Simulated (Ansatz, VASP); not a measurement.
# Cross-check of HfO2 between VASP and Ansatz, part 2 of 3

Wanted: the spread between two codes on one cell, functional and k mesh. The cell is taken from a series of runs on this material, whose earlier steps may have relaxed, scaled, displaced or heated it; both programs get it as it stands.

VASP 6.6.1 and Ansatz 0.2.0.

So far: Set-up; VASP: zone-centre phonons, LDA.

## (2) VASP: zone-centre phonons, LDA (continued)

Level of this step: LDA; plane waves and PAW (O, Hf_pv) (VASP).

OUTCAR, selected parts (step 2):

```text
ion  position               nearest neighbor table
   1  0.449  0.757  0.479-   9 2.13  10 2.15  11 2.22  12 2.23
   2  0.551  0.257  0.021-  10 2.13   9 2.15  12 2.22  11 2.23
   3  0.551  0.243  0.521-  11 2.13  12 2.15   9 2.22  10 2.23
   4  0.449  0.743  0.979-  12 2.13  11 2.15  10 2.22   9 2.23
   5  0.068  0.332  0.346-   9 2.03  10 2.05  12 2.12
   6  0.932  0.832  0.154-  10 2.03   9 2.05  11 2.12
   7  0.932  0.668  0.654-  11 2.03  12 2.05  10 2.12
   8  0.068  0.168  0.846-  12 2.03  11 2.05   9 2.12
   9  0.277  0.043  0.208-   5 2.03   6 2.05   8 2.12   1 2.13   2 2.15   3 2.22   4 2.23  11 3.29
                            12 3.39  12 3.39  10 3.41  10 3.41  11 3.45  11 3.52
  10  0.723  0.543  0.292-   6 2.03   5 2.05   7 2.12   2 2.13   1 2.15   4 2.22   3 2.23  12 3.29
                            11 3.39  11 3.39   9 3.41   9 3.41  12 3.45  12 3.52
  11  0.723  0.957  0.792-   7 2.03   8 2.05   6 2.12   3 2.13   4 2.15   1 2.22   2 2.23   9 3.29
                            10 3.39  10 3.39  12 3.41  12 3.41   9 3.45   9 3.52
  12  0.277  0.457  0.708-   8 2.03   7 2.05   5 2.12   4 2.13   3 2.15   2 2.22   1 2.23  10 3.29
                             9 3.39   9 3.39  11 3.41  11 3.41  10 3.45  10 3.52

  LATTYP: Found a simple monoclinic cell.
 ALAT       =     5.0901355110
 B/A-ratio  =     1.0116995494
 C/A-ratio  =     1.0355861492
 COS(beta)  =    -0.1709732040

 Subroutine GETGRP returns: Found  4 space group operations
 (whereof  2 operations were pure point group operations)

The static configuration has the point symmetry S_2 .
 The point group associated with its full space group is C_2h.

 Found     30 irreducible k-points:

   k-points           NKPTS =     30   k-points in BZ     NKDIM =     30   number of bands    NBANDS=     56

   dimension x,y,z NGX =    42 NGY =   42 NGZ =   42
   dimension x,y,z NGXF=    84 NGYF=   84 NGZF=   84

   ENCUT  =  600.0 eV  44.10 Ry    6.64 a.u.  10.17 10.29 10.53*2*pi/ulx,y,z

   NELECT =      88.0000    total number of electrons

 k-points in reciprocal lattice and weights: Automatic mesh
   0.00000000  0.00000000  0.00000000       0.016
   0.25000000  0.00000000  0.00000000       0.031
   0.50000000  0.00000000  0.00000000       0.016
   0.00000000  0.25000000  0.00000000       0.031
   0.25000000  0.25000000  0.00000000       0.062
   0.50000000  0.25000000  0.00000000       0.031
   0.00000000  0.50000000  0.00000000       0.016
   0.25000000  0.50000000  0.00000000       0.031
   0.50000000  0.50000000  0.00000000       0.016
[...]
0.25000000  0.50000000  0.50000000       0.031
   0.50000000  0.50000000  0.50000000       0.016

 average (electrostatic) potential at core
       1 -71.6861       2 -71.6861       3 -71.6861       4 -71.6861       5 -71.2530
       6 -71.2530       7 -71.2530       8 -71.2530       9 -37.9507      10 -37.9507
      11 -37.9507      12 -37.9507

   2 f  =   21.566596 THz   135.506918 2PiTHz  719.384204 cm-1    89.192234 meV
             X         Y         Z           dx          dy          dz
      1.863095  3.900600  2.478546     0.242826   -0.037756    0.050289
      2.788196  1.325756  0.097127     0.242826    0.037756    0.050289
      2.349404  1.249088  2.695981     0.242826   -0.037756    0.050289
      1.424303  3.823932  5.077400     0.242826    0.037756    0.050289
      0.043378  1.708247  1.795719    -0.359934    0.230416   -0.055203
      4.607913  4.283090  0.779954    -0.359934   -0.230416   -0.055203
      4.169121  3.441441  3.378808    -0.359934    0.230416   -0.055203
     -0.395414  0.866597  4.394573    -0.359934   -0.230416   -0.055203
      1.226895  0.223467  1.076276     0.035053    0.012595    0.001489
      3.424395  2.798311  1.499396     0.035053   -0.012595    0.001489
      2.985604  4.926221  4.098250     0.035053    0.012595    0.001489
      0.788103  2.351377  3.675131     0.035053   -0.012595    0.001489

   3 f  =   19.537388 THz   122.757031 2PiTHz  651.697124 cm-1    80.800109 meV
             X         Y         Z           dx          dy          dz
      1.863095  3.900600  2.478546    -0.110199    0.129429   -0.072328
      2.788196  1.325756  0.097127     0.110199    0.129429    0.072328
      2.349404  1.249088  2.695981     0.110199   -0.129429    0.072328
      1.424303  3.823932  5.077400    -0.110199   -0.129429   -0.072328
      0.043378  1.708247  1.795719    -0.359050    0.278586    0.085040
      4.607913  4.283090  0.779954     0.359050    0.278586   -0.085040
      4.169121  3.441441  3.378808     0.359050   -0.278586   -0.085040
     -0.395414  0.866597  4.394573    -0.359050   -0.278586    0.085040
      1.226895  0.223467  1.076276     0.018428   -0.042115   -0.000897
      3.424395  2.798311  1.499396    -0.018428   -0.042115    0.000897
      2.985604  4.926221  4.098250    -0.018428    0.042115    0.000897
      0.788103  2.351377  3.675131     0.018428    0.042115   -0.000897

   4 f  =   19.175123 THz   120.480854 2PiTHz  639.613268 cm-1    79.301903 meV
             X         Y         Z           dx          dy          dz
      1.863095  3.900600  2.478546    -0.058514   -0.063994    0.429379
      2.788196  1.325756  0.097127     0.058514   -0.063994   -0.429379
      2.349404  1.249088  2.695981    -0.058514   -0.063994    0.429379
      1.424303  3.823932  5.077400     0.058514   -0.063994   -0.429379
      0.043378  1.708247  1.795719     0.031701    0.067171    0.228204
      4.607913  4.283090  0.779954    -0.031701    0.067171   -0.228204
      4.169121  3.441441  3.378808     0.031701    0.067171    0.228204
     -0.395414  0.866597  4.394573    -0.031701    0.067171   -0.228204
      1.226895  0.223467  1.076276     0.002871   -0.000972    0.022607
      3.424395  2.798311  1.499396    -0.002871   -0.000972   -0.022607
      2.985604  4.926221  4.098250     0.002871   -0.000972    0.022607
      0.788103  2.351377  3.675131    -0.002871   -0.000972   -0.022607

   5 f  =   18.385634 THz   115.520346 2PiTHz  613.278738 cm-1    76.036838 meV
             X         Y         Z           dx          dy          dz
      1.863095  3.900600  2.478546    -0.107958    0.381956   -0.214487
      2.788196  1.325756  0.097127    -0.107958   -0.381956   -0.214487
      2.349404  1.249088  2.695981     0.107958   -0.381956    0.214487
      1.424303  3.823932  5.077400     0.107958    0.381956    0.214487
      0.043378  1.708247  1.795719    -0.193391    0.069790   -0.060988
      4.607913  4.283090  0.779954    -0.193391   -0.069790   -0.060988
      4.169121  3.441441  3.378808     0.193391   -0.069790    0.060988
     -0.395414  0.866597  4.394573     0.193391    0.069790    0.060988
      1.226895  0.223467  1.076276     0.020970   -0.002172    0.003858
      3.424395  2.798311  1.499396     0.020970    0.002172    0.003858
      2.985604  4.926221  4.098250    -0.020970    0.002172   -0.003858
      0.788103  2.351377  3.675131    -0.020970   -0.002172   -0.003858

   6 f  =   17.703801 THz   111.236261 2PiTHz  590.535228 cm-1    73.217004 meV
             X         Y         Z           dx          dy          dz
      1.863095  3.900600  2.478546    -0.161625    0.086534   -0.061835
      2.788196  1.325756  0.097127     0.161625    0.086534    0.061835
      2.349404  1.249088  2.695981    -0.161625    0.086534   -0.061835
      1.424303  3.823932  5.077400     0.161625    0.086534    0.061835
      0.043378  1.708247  1.795719     0.396173   -0.206844    0.101969
      4.607913  4.283090  0.779954    -0.396173   -0.206844   -0.101969
      4.169121  3.441441  3.378808     0.396173   -0.206844    0.101969
     -0.395414  0.866597  4.394573    -0.396173   -0.206844   -0.101969
      1.226895  0.223467  1.076276     0.013972    0.036076    0.030566
      3.424395  2.798311  1.499396    -0.013972    0.036076   -0.030566
      2.985604  4.926221  4.098250     0.013972    0.036076    0.030566
      0.788103  2.351377  3.675131    -0.013972    0.036076   -0.030566

   7 f  =   16.684640 THz   104.832685 2PiTHz  556.539683 cm-1    69.002095 meV
             X         Y         Z           dx          dy          dz
      1.863095  3.900600  2.478546     0.034439   -0.472043    0.045287
      2.788196  1.325756  0.097127    -0.034439   -0.472043   -0.045287
      2.349404  1.249088  2.695981    -0.034439    0.472043   -0.045287
      1.424303  3.823932  5.077400     0.034439    0.472043    0.045287
      0.043378  1.708247  1.795719    -0.094705    0.118590    0.016310
      4.607913  4.283090  0.779954     0.094705    0.118590   -0.016310
      4.169121  3.441441  3.378808     0.094705   -0.118590   -0.016310
     -0.395414  0.866597  4.394573    -0.094705   -0.118590    0.016310
      1.226895  0.223467  1.076276     0.008219    0.010272   -0.021611
      3.424395  2.798311  1.499396    -0.008219    0.010272    0.021611
      2.985604  4.926221  4.098250    -0.008219   -0.010272    0.021611
      0.788103  2.351377  3.675131     0.008219   -0.010272   -0.021611

   8 f  =   16.091052 THz   101.103059 2PiTHz  536.739709 cm-1    66.547213 meV
             X         Y         Z           dx          dy          dz
      1.863095  3.900600  2.478546     0.109791   -0.208258   -0.420056
      2.788196  1.325756  0.097127     0.109791    0.208258   -0.420056
      2.349404  1.249088  2.695981    -0.109791    0.208258    0.420056
      1.424303  3.823932  5.077400    -0.109791   -0.208258    0.420056
      0.043378  1.708247  1.795719     0.026655   -0.015708   -0.126654
      4.607913  4.283090  0.779954     0.026655    0.015708   -0.126654
      4.169121  3.441441  3.378808    -0.026655    0.015708    0.126654
     -0.395414  0.866597  4.394573    -0.026655   -0.015708    0.126654
      1.226895  0.223467  1.076276    -0.014372   -0.007440    0.029445
    [... 421 further lines ...]
      2.985604  4.926221  4.098250    -0.000035    0.460434    0.000086
      0.788103  2.351377  3.675131     0.000035    0.460434   -0.000086

 MACROSCOPIC STATIC DIELECTRIC TENSOR IONIC CONTRIBUTION
 ------------------------------------------------------
          15.429088    -0.000000     1.260603
          -0.000000    13.665821     0.000000
           1.260603     0.000000    10.759008
 ------------------------------------------------------

 ELASTIC MODULI CONTR FROM IONIC RELAXATION (kBar)
 Direction    XX          YY          ZZ          XY          YZ          ZX
 --------------------------------------------------------------------------------
 XX        -900.7878    -50.3149   -382.2196      0.0000     -0.0000    -77.8588
 YY         -50.3149   -259.8957     95.7105      0.0000     -0.0000    -41.5054
 ZZ        -382.2196     95.7105  -1036.1980     -0.0000     -0.0000      2.7868
 XY           0.0000      0.0000     -0.0000   -378.7634     79.8753      0.0000
 YZ          -0.0000     -0.0000     -0.0000     79.8753   -227.7755     -0.0000
 ZX         -77.8588    -41.5054      2.7868      0.0000     -0.0000   -197.2496
 --------------------------------------------------------------------------------

 PIEZOELECTRIC TENSOR IONIC CONTR  for field in x, y, z        (C/m^2)
          XX          YY          ZZ          XY          YZ          ZX
  --------------------------------------------------------------------------------
  x    -0.00000    -0.00000    -0.00000    -0.00000    -0.00000     0.00000
  y     0.00000     0.00000    -0.00000    -0.00000    -0.00000    -0.00000
  z    -0.00000     0.00000     0.00000     0.00000    -0.00000     0.00000
```

Harder data sets than Hf_pv exist (the GW ones), and pressures, volumes and forces can shift noticeably with them.

(Part 2 of 3 ends here.)

[Lines on the potential files, build, host, timing and source positions are cut from VASP's logs without a mark.]

[Logs are printed without paths, hosts, clocks, repeated set-up lines and the standing remarks that a program may print on its own settings, such as how far it seeks lower states.]

[Hosts, paths, dates, database ids (printed as entryN), source tags and the programs' standing remarks are cut or masked in the printed files.]
